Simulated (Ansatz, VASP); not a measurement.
**CuH8C6N2Cl2 (CuH8C6N2Cl2 (C2/m)): VASP beside Ansatz**

Wanted: the spread between two codes on one cell, functional and k mesh. Of the first pair: The structure shown is the start of the Ansatz relaxation below; VASP solves that cell, so the two are compared at the walk's first step.

Program: Ansatz 0.2.0. Level of theory: plane waves, with VASP 6.6.1 beside it; single point at LDA. Results are calculated unless marked as measured.

## Step 1: The starting structure

The cell holds 152 atoms: 8 Cu, 64 H, 48 C, 16 N and 16 Cl. Cell: a = 12.087 Å, b = 13.293 Å, c = 9.304 Å, α = 90.1°, β = 106.8°, γ = 90.3°. It derives from CuH8C6N2Cl2 (C2/m), repeated 1×2×1. As first built, before any earlier steps moved the atoms (in the runner's words): CuH8C6N2Cl2, space group C2/m, measured structure (Crystallography Open Database), 1 x 2 x 1 conventional cells; every coordinate displaced by a Gaussian of 0.02 A; bonds to H set to neutron lengths (C-H 1.089, N-H 1.015, O-H 0.983, B-H 1.19 A) where the measured ones are shorter.

## Step 2: Ansatz: relaxation, LDA

Ansatz runs on its default PAW (the set named soft_2) files.

The two programs are compared at the cell with which this relaxation starts, whose forces are those of its first step.

The input, input.yaml:

```yaml
crystal:
  lattice:
    - [12.08652, -0.03259, -0.14475]
    - [-0.03509, 13.29289, -0.02764]
    - [-2.58982, -0.01172, 8.93664]
  atoms:
    - { symbol: Cu, position: [0.952, 0.25094, 0.65718] }
    - { symbol: Cu, position: [0.04429, 0.2521, 0.34301] }
    - { symbol: Cu, position: [0.45591, 0.99768, 0.65648] }
    - { symbol: Cu, position: [0.54825, 0.99875, 0.34252] }
    - { symbol: H, position: [0.82502, 0.40864, 0.46302] }
    - { symbol: H, position: [0.17464, 0.41061, 0.53257] }
    - { symbol: H, position: [0.32958, 0.15385, 0.46265] }
    - { symbol: H, position: [0.67536, 0.15718, 0.53372] }
    - { symbol: H, position: [0.1707, 0.09591, 0.537] }
    - { symbol: H, position: [0.82484, 0.0925, 0.46619] }
    - { symbol: H, position: [0.67427, 0.34098, 0.53622] }
    - { symbol: H, position: [0.32815, 0.33827, 0.46318] }
    - { symbol: H, position: [0.5499, 0.07107, 0.92621] }
    - { symbol: H, position: [0.40324, 0.06086, 0.11422] }
    - { symbol: H, position: [0.05039, 0.32434, 0.92577] }
    - { symbol: H, position: [0.90497, 0.31493, 0.10787] }
    - { symbol: H, position: [0.43647, 0.42917, 0.08435] }
    - { symbol: H, position: [0.54919, 0.42517, 0.92626] }
    - { symbol: H, position: [0.94928, 0.18004, 0.07616] }
    - { symbol: H, position: [0.09782, 0.1889, 0.88495] }
    - { symbol: H, position: [0.62702, 0.17904, 0.01014] }
    - { symbol: H, position: [0.3995, 0.16164, 0.98938] }
    - { symbol: H, position: [0.11962, 0.43609, 0.00952] }
    - { symbol: H, position: [0.89408, 0.42037, 0.98918] }
    - { symbol: H, position: [0.37977, 0.31616, 0.99125] }
    - { symbol: H, position: [0.62843, 0.31864, 0.00903] }
    - { symbol: H, position: [0.87677, 0.07133, 0.98809] }
    - { symbol: H, position: [0.10046, 0.08865, 0.01035] }
    - { symbol: H, position: [0.67267, 0.11146, 0.87427] }
    - { symbol: H, position: [0.30458, 0.16041, 0.10184] }
    - { symbol: H, position: [0.17407, 0.37005, 0.88002] }
    - { symbol: H, position: [0.80276, 0.41013, 0.10534] }
    - { symbol: H, position: [0.31648, 0.36901, 0.12224] }
    - { symbol: H, position: [0.67138, 0.38723, 0.87178] }
    - { symbol: H, position: [0.82573, 0.13517, 0.12249] }
    - { symbol: H, position: [0.19584, 0.08872, 0.89851] }
    - { symbol: C, position: [0.52317, 0.19531, 0.78255] }
    - { symbol: C, position: [0.47467, 0.19582, 0.22086] }
    - { symbol: C, position: [0.02156, 0.44809, 0.78027] }
    - { symbol: C, position: [0.97257, 0.44915, 0.22117] }
    - { symbol: C, position: [0.47593, 0.30109, 0.22074] }
    - { symbol: C, position: [0.52281, 0.30052, 0.78248] }
    - { symbol: C, position: [0.97718, 0.05436, 0.21711] }
    - { symbol: C, position: [0.02568, 0.05396, 0.77895] }
    - { symbol: C, position: [0.88232, 0.4494, 0.55668] }
    - { symbol: C, position: [0.11652, 0.45102, 0.44028] }
    - { symbol: C, position: [0.38534, 0.19536, 0.55677] }
    - { symbol: C, position: [0.6176, 0.19763, 0.44115] }
    - { symbol: C, position: [0.11492, 0.05438, 0.44294] }
    - { symbol: C, position: [0.88262, 0.05208, 0.55877] }
    - { symbol: C, position: [0.6172, 0.3002, 0.4424] }
    - { symbol: C, position: [0.38469, 0.29797, 0.55709] }
    - { symbol: C, position: [0.5968, 0.13726, 0.90546] }
    - { symbol: C, position: [0.39241, 0.14164, 0.10015] }
    - { symbol: C, position: [0.09477, 0.39229, 0.90602] }
    - { symbol: C, position: [0.89063, 0.39553, 0.09959] }
    - { symbol: C, position: [0.39882, 0.35641, 0.0978] }
    - { symbol: C, position: [0.59662, 0.35995, 0.90477] }
    - { symbol: C, position: [0.90369, 0.11225, 0.09387] }
    - { symbol: C, position: [0.10805, 0.1081, 0.8996] }
    - { symbol: "N", position: [0.95188, 0.39836, 0.66664] }
    - { symbol: "N", position: [0.04319, 0.39963, 0.33285] }
    - { symbol: "N", position: [0.45568, 0.14527, 0.6668] }
    - { symbol: "N", position: [0.54521, 0.1463, 0.33284] }
    - { symbol: "N", position: [0.04469, 0.10444, 0.33276] }
    - { symbol: "N", position: [0.9551, 0.10345, 0.66697] }
    - { symbol: "N", position: [0.5455, 0.35102, 0.33424] }
    - { symbol: "N", position: [0.45475, 0.34934, 0.66707] }
    - { symbol: Cl, position: [0.86449, 0.25003, 0.3729] }
    - { symbol: Cl, position: [0.13162, 0.25393, 0.62578] }
    - { symbol: Cl, position: [0.36863, 0.99585, 0.37393] }
    - { symbol: Cl, position: [0.63586, 0.99951, 0.62668] }
    - { symbol: Cl, position: [0.81552, 0.24943, 0.77308] }
    - { symbol: Cl, position: [0.18085, 0.25299, 0.22727] }
    - { symbol: Cl, position: [0.31956, 0.99695, 0.7726] }
    - { symbol: Cl, position: [0.68471, 0.00018, 0.22661] }
    - { symbol: Cu, position: [0.95588, 0.75087, 0.65458] }
    - { symbol: Cu, position: [0.04611, 0.7525, 0.34324] }
    - { symbol: Cu, position: [0.45398, 0.49727, 0.65687] }
    - { symbol: Cu, position: [0.54425, 0.49883, 0.34556] }
    - { symbol: H, position: [0.82586, 0.90872, 0.46389] }
    - { symbol: H, position: [0.17195, 0.9115, 0.53677] }
    - { symbol: H, position: [0.32504, 0.65511, 0.46657] }
    - { symbol: H, position: [0.67237, 0.65685, 0.53668] }
    - { symbol: H, position: [0.17509, 0.59452, 0.53337] }
    - { symbol: H, position: [0.82776, 0.59283, 0.46338] }
    - { symbol: H, position: [0.6753, 0.84105, 0.53677] }
    - { symbol: H, position: [0.3255, 0.83903, 0.46683] }
    - { symbol: H, position: [0.58988, 0.56203, 0.89399] }
    - { symbol: H, position: [0.39155, 0.56284, 0.1257] }
    - { symbol: H, position: [0.06489, 0.82023, 0.91465] }
    - { symbol: H, position: [0.9513, 0.82574, 0.07127] }
    - { symbol: H, position: [0.45, 0.92504, 0.07377] }
    - { symbol: H, position: [0.59347, 0.93507, 0.8929] }
    - { symbol: H, position: [0.91112, 0.68793, 0.10537] }
    - { symbol: H, position: [0.10979, 0.68651, 0.87343] }
    - { symbol: H, position: [0.60649, 0.66959, 0.01084] }
    - { symbol: H, position: [0.40855, 0.65175, 0.99254] }
    - { symbol: H, position: [0.1196, 0.93339, 0.00891] }
    - { symbol: H, position: [0.8689, 0.93167, 0.9923] }
    - { symbol: H, position: [0.38003, 0.81344, 0.99057] }
    - { symbol: H, position: [0.60664, 0.82884, 0.01055] }
    - { symbol: H, position: [0.89259, 0.57991, 0.98917] }
    - { symbol: H, position: [0.09049, 0.599, 0.00708] }
    - { symbol: H, position: [0.69531, 0.6547, 0.8923] }
    - { symbol: H, position: [0.30447, 0.67106, 0.08937] }
    - { symbol: H, position: [0.18452, 0.88215, 0.87852] }
    - { symbol: H, position: [0.83014, 0.86039, 0.13036] }
    - { symbol: H, position: [0.32636, 0.88006, 0.12031] }
    - { symbol: H, position: [0.69688, 0.84126, 0.89334] }
    - { symbol: H, position: [0.8049, 0.59632, 0.10874] }
    - { symbol: H, position: [0.19546, 0.57753, 0.91232] }
    - { symbol: C, position: [0.52653, 0.69549, 0.77867] }
    - { symbol: C, position: [0.47403, 0.6964, 0.22197] }
    - { symbol: C, position: [0.02438, 0.9487, 0.77916] }
    - { symbol: C, position: [0.97721, 0.94915, 0.21751] }
    - { symbol: C, position: [0.4786, 0.80153, 0.21965] }
    - { symbol: C, position: [0.52734, 0.8008, 0.77856] }
    - { symbol: C, position: [0.97351, 0.55445, 0.22124] }
    - { symbol: C, position: [0.02611, 0.55323, 0.77803] }
    - { symbol: C, position: [0.88299, 0.94952, 0.55764] }
    - { symbol: C, position: [0.11544, 0.95176, 0.44282] }
    - { symbol: C, position: [0.38308, 0.69614, 0.55923] }
    - { symbol: C, position: [0.61567, 0.69771, 0.4436] }
    - { symbol: C, position: [0.11704, 0.55358, 0.4406] }
    - { symbol: C, position: [0.88449, 0.55197, 0.55642] }
    - { symbol: C, position: [0.6179, 0.80028, 0.4432] }
    - { symbol: C, position: [0.38358, 0.7987, 0.55927] }
    - { symbol: C, position: [0.60747, 0.64238, 0.90037] }
    - { symbol: C, position: [0.39144, 0.64266, 0.10091] }
    - { symbol: C, position: [0.10166, 0.89354, 0.90212] }
    - { symbol: C, position: [0.9032, 0.88971, 0.09546] }
    - { symbol: C, position: [0.40537, 0.85735, 0.09395] }
    - { symbol: C, position: [0.60904, 0.8546, 0.90015] }
    - { symbol: C, position: [0.89263, 0.60774, 0.09971] }
    - { symbol: C, position: [0.1087, 0.6069, 0.89919] }
    - { symbol: "N", position: [0.95471, 0.89872, 0.66582] }
    - { symbol: "N", position: [0.04526, 0.90037, 0.33298] }
    - { symbol: "N", position: [0.45546, 0.64529, 0.6669] }
    - { symbol: "N", position: [0.54235, 0.64674, 0.33571] }
    - { symbol: "N", position: [0.04466, 0.60455, 0.33308] }
    - { symbol: "N", position: [0.95776, 0.60292, 0.66437] }
    - { symbol: "N", position: [0.54834, 0.85129, 0.33321] }
    - { symbol: "N", position: [0.45682, 0.85019, 0.66667] }
    - { symbol: Cl, position: [0.86623, 0.75112, 0.37369] }
    - { symbol: Cl, position: [0.13539, 0.75333, 0.62377] }
    - { symbol: Cl, position: [0.36467, 0.49641, 0.37613] }
    - { symbol: Cl, position: [0.63378, 0.4985, 0.62655] }
    - { symbol: Cl, position: [0.8216, 0.74789, 0.77326] }
    - { symbol: Cl, position: [0.18113, 0.75367, 0.22543] }
    - { symbol: Cl, position: [0.31861, 0.49622, 0.77407] }
    - { symbol: Cl, position: [0.67855, 0.50194, 0.22692] }
kpoints:
  mp_grid: { grid: [1, 1, 2] }
hamiltonian:
  xc: lda
scf:
  occupations: { method: gaussian, width: 0.05 }
output:
  forces: true
  eigenvalues: true
  stress: true
relax:
  f_tol: 0.05
  max_steps: 70
```

On the command line:

```console
$ ansatz run input.yaml --threads 4 --pin off --max-ram 15872MiB --backend cpu --events-out ev --progress --plain --runs-dir out
```

Numbers of over 12 decimals in the logs are rounded to 6 here.

Output:

```text
Warning: output.stress: scf.convergence.dr2_threshold = 1e-7 eV (the SCF's general default) is looser than the 1.08e-8 eV advised for a printed stress (1e-10 eV for each atom of the cell: 152, of which 108 are counted). What an SCF threshold leaves in a stress goes as its square root, and in the free energy as the threshold itself, and one threshold admits the most on a small cell: [figures from the program's tests c [...]
Engine: ansatz 0.2.0, aarch64-unknown-linux-gnu
Pseudopotentials: kind: paw
Pseudopotential: Cu, paw, valence charge 19, recommended cutoff 420 eV (normal), Cu.paw.azcp
Pseudopotential: H, paw, valence charge 1, recommended cutoff 420 eV (normal), H.paw.azcp
Pseudopotential: C, paw, valence charge 4, recommended cutoff 420 eV (normal), C.paw.azcp
Pseudopotential: N, paw, valence charge 5, recommended cutoff 420 eV (normal), N.paw.azcp
Pseudopotential: Cl, paw, valence charge 7, recommended cutoff 420 eV (normal), Cl.paw.azcp
Functional definition: SPW92
  exchange = slater_x
  correlation = pw_c
Crystal: 152 atoms, lattice volume = 1430.804 Å³
Basis set: ecut = 420 eV, 27973 PW (Γ)
Bands: 452, of which v1, the nominal top of the filled ones, is band 300 counted from 1 (299 counted from 0)
Symmetry: 1 space group operations
Space group: P1 (ITA 1), of the structure as read, at distance tolerance 1.1e-4 Å
k-points: 2
Non-local potential: Cu, projectors of the file, l = 0: 3, l = 1: 2, l = 2: 3, l = 3: 1
Non-local potential: H, projectors of the file, l = 0: 2, l = 1: 1
Non-local potential: C, projectors of the file, l = 0: 2, l = 1: 2, l = 2: 1
Non-local potential: N, projectors of the file, l = 0: 2, l = 1: 2, l = 2: 1
Non-local potential: Cl, projectors of the file, l = 0: 2, l = 1: 2, l = 2: 2
PAW form: soft (Blöchl's): semilocal exchange-correlation on the pseudo side does not see the compensation charge
PAW frozen core: Cu, regenerated for the run's functional, and the local potential with it (the file was generated under x = pbe(κ = 0.804, μ = 0.219515), c = pbe(β = 0.066725))
PAW frozen core: C, regenerated for the run's functional, and the local potential with it (the file was generated under x = pbe(κ = 0.804, μ = 0.219515), c = pbe(β = 0.066725))
PAW frozen core: N, regenerated for the run's functional, and the local potential with it (the file was generated under x = pbe(κ = 0.804, μ = 0.219515), c = pbe(β = 0.066725))
PAW frozen core: Cl, regenerated for the run's functional, and the local potential with it (the file was generated under x = pbe(κ = 0.804, μ = 0.219515), c = pbe(β = 0.066725))
PAW one-centre angular grid: Cu, 590 points (default); XC on 64 Gauss nodes
PAW one-centre angular grid: H, 110 points (default); XC on 64 Gauss nodes
PAW one-centre angular grid: C, 110 points (default); XC on 64 Gauss nodes
PAW one-centre angular grid: N, 110 points (default); XC on 64 Gauss nodes
PAW one-centre angular grid: Cl, 110 points (default); XC on 64 Gauss nodes
Initial density: superposition of atomic densities (neutral atoms: chi_scale 0, normalization atom), corrected by the library's trained network
Initial wavefunctions: pseudopotential atomic-orbital guess
Functional: x = slater, c = lda
SCF iter   1: F=—  HF=-87814.871274 eV  |F-HF|=—  |Δ(HF+E_count)|=         —  Δρ=1.38e-2  dr2=2.11e0  ethr=1.77e-3  ⟨swp⟩=5.0  Hψ=3619  notcnv=0  defer=212
preconditioner: auto → LDOS  [metal: Δε(μ)=0.018 eV  Ē_g=14.331 eV  σ=0.050 eV  W_gap=0.20  n_scr=314 (ndim 8)  ℏωp=22.7 eV  f_vac=0.072  D(μ)=58.79/eV (n_scr^D=480)  β→1.0]
SCF iter   2: F=—  HF=-87814.557877 eV  |F-HF|=—  |Δ(HF+E_count)|=   3.13e-1  Δρ=6.56e-3  dr2=5.06e-1  ethr=3.52e-4  ⟨swp⟩=2.0  Hψ=1632  notcnv=0  defer=280
SCF iter   3: F=—  HF=-87814.476013 eV  |F-HF|=—  |Δ(HF+E_count)|=   8.19e-2  Δρ=7.12e-3  dr2=5.23e-1  ethr=8.43e-5  ⟨swp⟩=2.0  Hψ=1248  notcnv=0  defer=280
[...]
- { symbol: C, position: [0.117624, 0.450215, 0.441596] }
    - { symbol: C, position: [0.384296, 0.195211, 0.555879] }
    - { symbol: C, position: [0.618950, 0.197628, 0.441800] }
    - { symbol: C, position: [0.115985, 0.054557, 0.443853] }
    - { symbol: C, position: [0.881315, 0.052070, 0.558023] }
    - { symbol: C, position: [0.618074, 0.301043, 0.443592] }
    - { symbol: C, position: [0.383391, 0.298673, 0.556452] }
    - { symbol: C, position: [0.597132, 0.136438, 0.908907] }
    - { symbol: C, position: [0.391941, 0.141323, 0.096512] }
    - { symbol: C, position: [0.094111, 0.390974, 0.910283] }
    - { symbol: C, position: [0.889633, 0.394396, 0.096848] }
    - { symbol: C, position: [0.398036, 0.357913, 0.094788] }
    - { symbol: C, position: [0.597030, 0.361141, 0.908274] }
    - { symbol: C, position: [0.903352, 0.113179, 0.090514] }
    - { symbol: C, position: [0.108416, 0.108350, 0.903280] }
    - { symbol: N, position: [0.950724, 0.397345, 0.667706] }
    - { symbol: N, position: [0.043409, 0.398667, 0.332934] }
    - { symbol: N, position: [0.455547, 0.144931, 0.667074] }
    - { symbol: N, position: [0.546099, 0.146104, 0.331874] }
    - { symbol: N, position: [0.044849, 0.104826, 0.332531] }
    - { symbol: N, position: [0.954208, 0.103613, 0.667892] }
    - { symbol: N, position: [0.545544, 0.352097, 0.334223] }
    - { symbol: N, position: [0.454216, 0.350247, 0.667767] }
    - { symbol: Cl, position: [0.861598, 0.249758, 0.370733] }
    - { symbol: Cl, position: [0.133508, 0.253541, 0.628941] }
    - { symbol: Cl, position: [0.366750, 0.996225, 0.370801] }
    - { symbol: Cl, position: [0.638720, 0.999808, 0.628839] }
    - { symbol: Cl, position: [0.812349, 0.249176, 0.775404] }
    - { symbol: Cl, position: [0.183070, 0.252784, 0.226620] }
    - { symbol: Cl, position: [0.317367, 0.997168, 0.773320] }
    - { symbol: Cl, position: [0.687904, 0.000464733, 0.224346] }
    - { symbol: Cu, position: [0.955945, 0.750408, 0.654446] }
    - { symbol: Cu, position: [0.046996, 0.752243, 0.342459] }
    - { symbol: Cu, position: [0.453090, 0.497543, 0.657627] }
    - { symbol: Cu, position: [0.544173, 0.499275, 0.345593] }
    - { symbol: H, position: [0.824966, 0.907421, 0.461240] }
    - { symbol: H, position: [0.173797, 0.910320, 0.538201] }
    - { symbol: H, position: [0.323174, 0.654629, 0.464537] }
    - { symbol: H, position: [0.673332, 0.656328, 0.539037] }
    - { symbol: H, position: [0.176974, 0.595008, 0.535446] }
    - { symbol: H, position: [0.826733, 0.593342, 0.461026] }
    - { symbol: H, position: [0.677221, 0.842295, 0.538303] }
    - { symbol: H, position: [0.324288, 0.840362, 0.464430] }
    - { symbol: H, position: [0.589290, 0.560797, 0.898755] }
    - { symbol: H, position: [0.388876, 0.561961, 0.123219] }
    - { symbol: H, position: [0.065020, 0.818055, 0.918112] }
    - { symbol: H, position: [0.951886, 0.824595, 0.066824] }
    - { symbol: H, position: [0.451923, 0.926290, 0.068518] }
    - { symbol: H, position: [0.594737, 0.936992, 0.896254] }
    - { symbol: H, position: [0.911923, 0.689121, 0.100440] }
    - { symbol: H, position: [0.112448, 0.687370, 0.875885] }
    - { symbol: H, position: [0.607779, 0.670406, 0.015125] }
    - { symbol: H, position: [0.409370, 0.650087, 0.988468] }
    - { symbol: H, position: [0.120728, 0.932327, 0.012963] }
    - { symbol: H, position: [0.867703, 0.931274, 0.988056] }
    - { symbol: H, position: [0.379801, 0.813773, 0.985758] }
    - { symbol: H, position: [0.608323, 0.829331, 0.014503] }
    - { symbol: H, position: [0.891424, 0.578986, 0.984908] }
    - { symbol: H, position: [0.089689, 0.600659, 0.011059] }
    - { symbol: H, position: [0.696116, 0.653122, 0.893958] }
    - { symbol: H, position: [0.303449, 0.672572, 0.084136] }
    - { symbol: H, position: [0.185853, 0.880090, 0.881042] }
    - { symbol: H, position: [0.829355, 0.858108, 0.127144] }
    - { symbol: H, position: [0.326553, 0.882841, 0.116170] }
    - { symbol: H, position: [0.698586, 0.842247, 0.895051] }
    - { symbol: H, position: [0.804239, 0.598040, 0.107069] }
    - { symbol: H, position: [0.196457, 0.576099, 0.917469] }
    - { symbol: C, position: [0.526143, 0.695391, 0.780704] }
    - { symbol: C, position: [0.474058, 0.696377, 0.219842] }
    - { symbol: C, position: [0.024491, 0.947757, 0.781021] }
    - { symbol: C, position: [0.977036, 0.948553, 0.215440] }
    - { symbol: C, position: [0.479207, 0.802283, 0.217091] }
    - { symbol: C, position: [0.527419, 0.801496, 0.780335] }
    - { symbol: C, position: [0.973965, 0.554525, 0.219221] }
    - { symbol: C, position: [0.026108, 0.553246, 0.780103] }
    - { symbol: C, position: [0.882119, 0.948655, 0.556347] }
[...]
- { symbol: C, position: [0.607643, 0.641799, 0.903669] }
    - { symbol: C, position: [0.390821, 0.642302, 0.097376] }
    - { symbol: C, position: [0.102311, 0.891959, 0.905139] }
    - { symbol: C, position: [0.902769, 0.888583, 0.091909] }
    - { symbol: C, position: [0.405999, 0.858655, 0.089671] }
    - { symbol: C, position: [0.610124, 0.855707, 0.902914] }
    - { symbol: C, position: [0.892580, 0.608296, 0.096359] }
    - { symbol: C, position: [0.109313, 0.607276, 0.902663] }
    - { symbol: N, position: [0.954634, 0.897606, 0.665743] }
    - { symbol: N, position: [0.045753, 0.899500, 0.332286] }
    - { symbol: N, position: [0.454446, 0.644963, 0.667427] }
    - { symbol: N, position: [0.542358, 0.646515, 0.335598] }
    - { symbol: N, position: [0.045706, 0.604855, 0.332568] }
    - { symbol: N, position: [0.957765, 0.603137, 0.664422] }
    - { symbol: N, position: [0.549501, 0.852296, 0.332124] }
    - { symbol: N, position: [0.456628, 0.851146, 0.666669] }
    - { symbol: Cl, position: [0.864074, 0.750567, 0.370719] }
    - { symbol: Cl, position: [0.138497, 0.753016, 0.626034] }
    - { symbol: Cl, position: [0.361604, 0.496743, 0.373878] }
    - { symbol: Cl, position: [0.635938, 0.499030, 0.629453] }
    - { symbol: Cl, position: [0.819723, 0.747298, 0.773715] }
    - { symbol: Cl, position: [0.184336, 0.753836, 0.224432] }
    - { symbol: Cl, position: [0.315555, 0.496087, 0.775280] }
    - { symbol: Cl, position: [0.680359, 0.502525, 0.226260] }
```

Reading the cycles: dr2 is the Hartree energy of the density residual (eV), the measure of convergence; HF is the Harris–Foulkes estimate of the energy, which meets the free energy F at convergence.

(Part 1 of 3 ends here.)

[Lines on the potential files, build, host, timing and source positions are cut from VASP's logs without a mark.]

[Logs are printed without paths, hosts, clocks, repeated set-up lines and the standing remarks that a program may print on its own settings, such as how far it seeks lower states.]

[Hosts, paths, dates, database ids (printed as entryN), source tags and the programs' standing remarks are cut or masked in the printed files.]
